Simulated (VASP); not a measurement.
Computed with PBEsol GGA, VASP's PBE PAW potentials (set 64) (plane waves; VASP 6.6.1).

VASP input:

**INCAR**
```
ISIF = 3   # ions, shape and volume
ISMEAR = 1   # Methfessel-Paxton
NELM = 100   # most electronic steps
ALGO = Normal
PREC = Accurate
LREAL = .FALSE.
GGA = PS
SYSTEM = HgI2
SIGMA = 0.1   # width (eV)
NSW = 60
LASPH = .TRUE.
LCHARG = .FALSE.
ENCUT = 400
LMAXMIX = 6
EDIFF = 1E-6   # SCF stop (eV)
EDIFFG = -0.02   # ionic stop
IBRION = 2   # conjugate gradients
LWAVE = .FALSE.
```

**KPOINTS**
```
kpoints
0
gamma
4 4 4
```

POSCAR:
```
HgI2
1.0
  7.4032697153   0.0000000000   0.0000000000
  0.0000000000   7.4032697153   0.0000000000
  0.0000000000   0.0000000000   7.4032697153
Hg I
4 8
Direct
  1.0000000000   0.0000000000   1.0000000000
  0.5000000000   0.5000000000   1.0000000000
  1.0000000000   0.5000000000   0.5000000000
  0.5000000000   0.0000000000   0.5000000000
  0.3467504425   0.3467504425   0.3467504425
  0.8467504425   0.1532495575   0.6532495575
  0.6532495575   0.8467504425   0.1532495575
  0.1532495575   0.6532495575   0.8467504425
  0.6532495575   0.6532495575   0.6532495575
  0.1532495575   0.8467504425   0.3467504425
  0.3467504425   0.1532495575   0.8467504425
  0.8467504425   0.3467504425   0.1532495575
```

POTCAR, in this order: Hg I (PBE.64 set). Program: vasp_std.

Q: What will the output report for the number of irreducible k-points (NKPTS), number of bands (NBANDS), largest plane-wave count, number of space-group operations, FFT grid (NGX, NGY, NGZ)?

A: 
| Item | Value |
|---|---|
| number of irreducible k-points (NKPTS) | 11 |
| number of bands (NBANDS) | 62 |
| largest plane-wave count | 7400 |
| number of space-group operations | 24 |
| FFT grid (NGX, NGY, NGZ) | 48 × 48 × 48 |

The structure was generated: HgI2 was put into the pyrite type (Pa-3), which need not be its known phase. It was relaxed first, which changed the volume by +10 %. The start is the result of an earlier pass.
